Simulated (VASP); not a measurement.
An input for Ansatz (written as the equivalent of a VASP run, and not itself run):

Ansatz 0.2 input:
```yaml
crystal:
  lattice:
    - [-1.5705587, 1.5705587, 1.5705587]
    - [1.5705587, -1.5705587, 1.5705587]
    - [1.5705587, 1.5705587, -1.5705587]
  atoms:
    - { symbol: Pt, position: [0.0000000, 0.0000000, 0.0000000] }
kpoints:
  mp_grid: { grid: [15, 15, 15] }
hamiltonian:
  xc: r2scan
  pseudopotentials: { kind: paw }
scf:
  occupations: { method: methfessel_paxton, width: 0.1 }
  max_iter: 100
relax:
  max_steps: 60
  f_tol: 0.01
  cell: {}
output: { forces: true, stress: true, eigenvalues: true }
```

Q: Write the VASP files for the same calculation (r2SCAN).

A: One answer among several that fit: 
**KPOINTS**
```
kpoints
0
gamma
 15 15 15
0 0 0
```

INCAR:
```
SYSTEM = Pt
PREC = Accurate
ENCUT = 400
EDIFF = 1E-6
NELM = 100
ALGO = Normal
LREAL = .FALSE.
LASPH = .TRUE.
ISMEAR = 1
SIGMA = 0.1
METAGGA = R2SCAN
LMIXTAU = .TRUE.
LMAXMIX = 6
LWAVE = .FALSE.
LCHARG = .FALSE.
IBRION = 2
ISIF = 3
NSW = 60
EDIFFG = -0.01
```

### POSCAR
```
Pt
1
   -1.5705586977     1.5705586977     1.5705586977
    1.5705586977    -1.5705586977     1.5705586977
    1.5705586977     1.5705586977    -1.5705586977
Pt
1
Direct
  0.0000000000   0.0000000000   0.0000000000
```

POTCAR, in this order: Pt (PBE.64 set). Program: vasp_std.

Limits of the translation: each code has its own PAW files, so the cut-off isn't converted (ENCUT is set for VASP's; basis.ecutwfc is left out, and Ansatz then takes the one that its files recommend); Ansatz stops its SCF on the density residual and VASP on the energy change (EDIFF).

The structure was generated: Pt was put into the bcc type (Im-3m), which need not be its known phase. It was relaxed first. The start is the result of an earlier pass.
